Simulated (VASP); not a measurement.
Set up this calculation in VASP 6.6.1, as the native input.

| Quantity | Value |
| --- | --- |
| Task | relaxation of cell and atoms |
| Functional | PBE |
| Potentials or basis | VASP PAW PBE potentials, release 64 (Be, Zn, Se) |
| Cutoff | 520 eV |
| k mesh | 3 × 3 × 2 |
| Occupations | gaussian, width 0.15 eV |
| Spin | no spin polarisation |
| Further INCAR settings | PREC = Normal; LREAL = Auto; ALGO = Fast; EDIFF = 0.0001; IBRION = 2; EDIFFG = -0.08; NSW = 24; ISIF = 3 |

The structure of BeZn2Se3 lies in POSCAR:

```
BeZn2Se3
1.0
    5.7750000000     -3.3350000000      0.0000000000
    5.7750000000      3.3350000000      0.0000000000
    0.0000000000      0.0000000000      6.2900000000
Be Zn Se
2 4 6
Direct
    0.8300000000      0.1700000000      0.9950000000
    0.1700000000      0.8300000000      0.4950000000
    0.5100000000      0.8300000000      0.0000000000
    0.1700000000      0.4900000000      0.0000000000
    0.4900000000      0.1700000000      0.5000000000
    0.8300000000      0.5100000000      0.5000000000
    0.5250000000      0.1650000000      0.8900000000
    0.8350000000      0.4750000000      0.8900000000
    0.1400000000      0.8600000000      0.8650000000
    0.1650000000      0.5250000000      0.3900000000
    0.4750000000      0.8350000000      0.3900000000
    0.8600000000      0.1400000000      0.3650000000
```

The cell was built by a generator and needn't be a form met in nature.

One way to write it, as run:

INCAR

```
SYSTEM = BeZn2Se3
PREC = Normal ; ENCUT = 520
EDIFF = 1E-4 ; ISMEAR = 0
SIGMA = 0.15 ; LREAL = Auto
LASPH = .True. ; NELM = 60
ALGO = Fast ; ISIF = 3
LWAVE = .False. ; LCHARG = .False.
GGA = PE ; IBRION = 2
NSW = 24 ; EDIFFG = -0.08
```

KPOINTS

```
regular mesh
0
Gamma
  3 3 2
  0 0 0
```

Potentials or basis: VASP PAW PBE potentials, release 64 (Be, Zn, Se).

The run is started by

```console
$ cat potpaw_PBE.64/Be/POTCAR potpaw_PBE.64/Zn/POTCAR potpaw_PBE.64/Se/POTCAR > POTCAR
$ mpirun -np 1 vasp_std > vasp.out
```

It gave:

```json
{
 "Relaxed volume": "21.28 Å³/atom",
 "Relaxed cell": "a = 6.771 Å, b = 6.771 Å, c = 6.429 Å, α = 90.00°, β = 90.00°, γ = 60.01°",
 "Space group after relaxing (to 0.05 Å)": "Cmc2_1 (No. 36)",
 "Energy gained by relaxing": "35.5 meV/atom",
 "Ionic steps": "11",
 "Pressure after relaxing": "0.2 GPa",
 "Largest force after relaxing": "0.058 eV/Å",
 "Band gap on the k mesh": "1.98 eV, direct"
}
```

Caveat: the k mesh is coarse (spacing up to 0.50 Å⁻¹), so the values aren't converged; the relaxation stopped at a loose force limit of 0.08 eV/Å, so its end isn't a converged minimum.

Run time: 7.7 min on 1 thread of AMD EPYC 7R13 Processor (Zen 3), on a shared host, peak memory 0.25 GiB.
